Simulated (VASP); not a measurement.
Data:

```yaml
crystal:
  lattice:
    - [0.00000, 2.45059, 2.45059]
    - [2.45059, 0.00000, 2.45059]
    - [2.45059, 2.45059, 0.00000]
  atoms:
    - { symbol: Ca, position: [0.00000, 0.00000, 0.00000] }
    - { symbol: O, position: [0.50000, 0.50000, 0.50000] }
```

Method: optB88-vdW, VASP's PBE PAW potentials (set 64) (plane waves; VASP 6.6.1). Numerical set-up: 520 eV cut-off, 9×9×9 Γ-centred mesh, Gaussian smearing of 0.050 eV, potentials Ca_sv O.

Give the stress tensor in GPa (positive for a compressed cell).

```
-5.85   0.00   0.00
 0.00  -5.85   0.00
 0.00   0.00  -5.85
```
The pressure is its mean diagonal, -5.85 GPa.

The compound is CaO in the rock salt structure. This cell is one point of a volume scan, at 1.06 of the reference volume.
